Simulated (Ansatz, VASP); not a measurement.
Two plane-wave programs on B2O

```
O B
1.0
     2.93547    0.00000    0.00000
    -1.46773    2.54219    0.00000
     0.00000    0.00000    7.19031
O B
2 4
Direct
  0.33333 0.66667 0.69400
  0.66667 0.33333 0.30600
  0.33333 0.66667 0.97700
  0.66667 0.33333 0.02300
  0.00000 0.00000 0.62000
  0.00000 0.00000 0.38000
```

Alike in both runs: task single point; functional PBE; k mesh 11 × 11 × 4; occupations fermi-dirac, width 0.05 eV; no spin polarisation.

```csv
,VASP,Ansatz
version,VASP 6.6.1,Ansatz 0.2.0
potentials or method,"VASP PAW PBE potentials, release 64 (O, B)",Ansatz PAW
plane-wave cutoff (eV),520,420
valence electrons in the cell,24,24
```

|  | VASP | Ansatz | Ansatz less VASP |
| --- | --- | --- | --- |
| gap on the k mesh at the Fermi level (eV) | none | none | - |
| pressure (GPa) | -25.2 | -25.2 | +0.04 |
| largest component of the traceless stress (GPa) | 17.46 | 17.62 | +0.160 |
| rms of the force components (eV/Å) | 0.171 | 0.176 | +0.0045 |

Atom by atom the forces differ by 0.005 eV/Å (rms over components). A gap of «none» marks a metal or a gap that the smearing closes. With one functional, cell and mesh, what is left measures potentials, basis and numerics.

Caveats: so large a pressure means that the cell lies far from this level's equilibrium, or that cutoff or potentials fall short (VASP); the pressure holds a Pulay correction of +0.6 GPa for the finite cutoff (Ansatz).
